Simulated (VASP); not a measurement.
Here is the system:

```
Tm
1.0
    1.77821    -3.07996     0.00000
    1.77821     3.07996     0.00000
    0.00000     0.00000     5.52227
Tm
2
Direct
  0.33333   0.66667   0.25000
  0.66667   0.33333   0.75000
```

Level of theory: r2SCAN meta-GGA, VASP's PBE PAW potentials (set 64) (plane waves; VASP). Run with 400 eV cut-off, 13×13×8 Γ-centred mesh, tetrahedra with Blöchl corrections, potentials Tm_3.

The 4f electrons are frozen in the core of the lanthanide potential, so 4f levels, which can set the real gap, and their magnetism are missing.

**Question.** What does the run give for the energy per atom (σ→0), band gap (over mesh and band path) with the smallest direct gap where there is one?

**Answer.** 
* **band gap (over mesh and band path)**: none (metal, semimetal or under 0.01 eV)
* **energy per atom (σ→0)**: -35.116 eV/atom

The compound is Tm in the hcp structure. It was relaxed first.
